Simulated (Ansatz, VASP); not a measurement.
## AlSn: VASP beside Ansatz

The input INCAR:

```
SYSTEM = AlSn
  PREC = Accurate
  ENCUT = 520
  EDIFF = 1E-6
  ISMEAR = 0
  SIGMA = 0.15
  LREAL = .FALSE.
  LASPH = .TRUE.
  NELM = 100
  ALGO = Fast
  ISIF = 2
  LWAVE = .FALSE.
  LCHARG = .FALSE.
  GGA = PE
  NBANDS = 16
```

Contents of KPOINTS:

```
regular mesh
0
G
  15 15 14
  0 0 0
```

Contents of POSCAR:

```
AlSn
1.0
    4.1981056157      0.0000000000      0.0000000000
   -2.0990528078      3.6356661109      0.0000000000
    0.0000000000      0.0000000000      3.3068470000
Al Sn
1 1
Direct
    0.0000000000      0.0000000000      0.0000000000
    0.3333333333      0.6666666667      0.5000000000
```

Input for Ansatz:

```yaml
crystal:
  lattice:
    - [4.1981056157, 0.0, 0.0]
    - [-2.0990528078, 3.6356661109, 0.0]
    - [0.0, 0.0, 3.306847]
  atoms:
    - { symbol: Al, position: [0.0, 0.0, 0.0] }
    - { symbol: Sn, position: [0.3333333333, 0.6666666667, 0.5] }
basis:
  ecutwfc: 420
kpoints:
  mp_grid: { grid: [15, 15, 14] }
hamiltonian:
  xc: pbe
scf:
  occupations: { method: gaussian, width: 0.15 }
output:
  forces: true
  stress: true
  eigenvalues: true
```

The cell comes from a database or a generator and needn't be the stable form of this composition.

Alike in both runs: task single point; functional PBE; k mesh 15 × 15 × 14; occupations gaussian, width 0.15 eV; no spin polarisation.

```csv
,VASP,Ansatz
version,VASP 6.6.1,Ansatz 0.2.0
potentials or method,"VASP PAW PBE potentials, release 64 (Al, Sn_d)","scalar-relativistic, plane waves, PAW"
plane-wave cutoff (eV),520,420
valence electrons in the cell,17,17
```

```tsv
	VASP	Ansatz	Ansatz less VASP
gap on the k mesh at the Fermi level (eV)	none	none	-
pressure (GPa)	-0.1	-0.1	+0.05
largest component of the traceless stress (GPa)	1.67	1.67	-0.001
```

A gap of «none» marks a metal or a gap that the smearing closes. With one functional, cell and mesh, what is left measures potentials, basis and numerics.
